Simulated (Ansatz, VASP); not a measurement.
**Two plane-wave programs on AlFe3B**

Contents of INCAR:

```
SYSTEM = AlFe3B
ALGO = Normal
EDIFF = 1E-6
ENCUT = 520
GGA = PS
ISIF = 2
ISMEAR = 0
ISPIN = 2
LASPH = .True.
LCHARG = .False.
LMAXMIX = 4
LORBIT = 11
LREAL = .False.
LWAVE = .False.
MAGMOM = -0.13 1.53 1.53 1.53 -0.12
NBANDS = 27
NELM = 150
PREC = Accurate
SIGMA = 0.1
```

The input KPOINTS:

```
k-points
0
Gamma
  4 4 4
  0 0 0
```

The input POSCAR:

```
AlFe3B
1.0
    3.8223220000      0.0000000000      0.0000000000
    0.0000000000      3.8223220000      0.0000000000
    0.0000000000      0.0000000000      3.8223220000
Al Fe B
1 3 1
Direct
    0.5000000000      0.5000000000      0.5000000000
    0.5000000000      0.0000000000      0.0000000000
    0.0000000000      0.5000000000      0.0000000000
    0.0000000000      0.0000000000      0.5000000000
    0.0000000000      0.0000000000      0.0000000000
```

Input for Ansatz:

```yaml
crystal:
  lattice:
    - [3.822322, 0.0, 0.0]
    - [0.0, 3.822322, 0.0]
    - [0.0, 0.0, 3.822322]
  atoms:
    - { symbol: Al, position: [0.5, 0.5, 0.5], spin: -0.13 }
    - { symbol: Fe, position: [0.5, 0.0, 0.0], spin: 1.53 }
    - { symbol: Fe, position: [0.0, 0.5, 0.0], spin: 1.53 }
    - { symbol: Fe, position: [0.0, 0.0, 0.5], spin: 1.53 }
    - { symbol: B, position: [0.0, 0.0, 0.0], spin: -0.12 }
basis:
  ecutwfc: 420
kpoints:
  mp_grid: { grid: [4, 4, 4] }
hamiltonian:
  xc: pbesol
scf:
  occupations: { method: gaussian, width: 0.1 }
  lower_state_search: "off"
output:
  forces: true
  stress: true
  eigenvalues: true
  populations: true
magnetization:
  spin_polarized: true
```

Alike in both runs: task single point; functional PBEsol; k mesh 4 × 4 × 4; occupations gaussian, width 0.1 eV; collinear spin.

|  | VASP | Ansatz |
| --- | --- | --- |
| version | VASP 6.6.1 | Ansatz 0.2.0 |
| potentials or method | VASP PAW PBE potentials, release 64 (Al, Fe, B) | scalar-relativistic, plane waves, PAW |
| plane-wave cutoff (eV) | 520 | 420 |
| valence electrons in the cell | 30 | 54 |

Ansatz gave:

| Quantity | Value |
| --- | --- |
| gap on the k mesh at the Fermi level (eV) | none |
| pressure (GPa) | -7.6 |
| net moment per atom (μB) | 0.82 |
| size of the moment on the site where the two differ most (μB) | 1.38 |

Question: Estimate VASP's values.

Answer: gap on the k mesh at the Fermi level (eV): none; pressure (GPa): -7.0; net moment per atom (μB): 0.83; size of the moment on the site where the two differ most (μB): 1.47.

Site moments also hang on the region over which each program counts them. A gap of «none» marks a metal or a gap that the smearing closes. The two sets of potentials don't hold the same shells in valence.

Caveats: the k mesh is coarse (spacing up to 0.41 Å⁻¹), so the values aren't converged; the PAW data sets were made with another functional, which shifts forces and pressure a little (VASP).
